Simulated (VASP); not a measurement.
Input:

```
CELL_PARAMETERS angstrom
      1.72826    -2.99344     0.00000
      1.72826     2.99344     0.00000
      0.00000     0.00000     5.31997
ATOMIC_POSITIONS crystal
  Lu 0.33333 0.66667 0.25000
  Lu 0.66667 0.33333 0.75000
```

Computed with PBEsol GGA, VASP's PBE PAW potentials (set 64) (plane waves; VASP 6.6.1). Settings: 480 eV cut-off, 12×12×6 Γ-centred mesh, first-order Methfessel-Paxton smearing of 0.10 eV, potentials Lu_3.

What does the run give for the energy per atom (σ→0), band gap (on the k-mesh) with the smallest direct gap where there is one?

The band gap (on the k-mesh) comes out as none (metal, semimetal or under 0.01 eV) and the energy per atom (σ→0) is -4.873 eV/atom.

The absolute energy has meaning only against runs of the same code, potentials and settings.

The compound is Lu in the hcp structure. This cell was strained or had an atom moved on purpose.
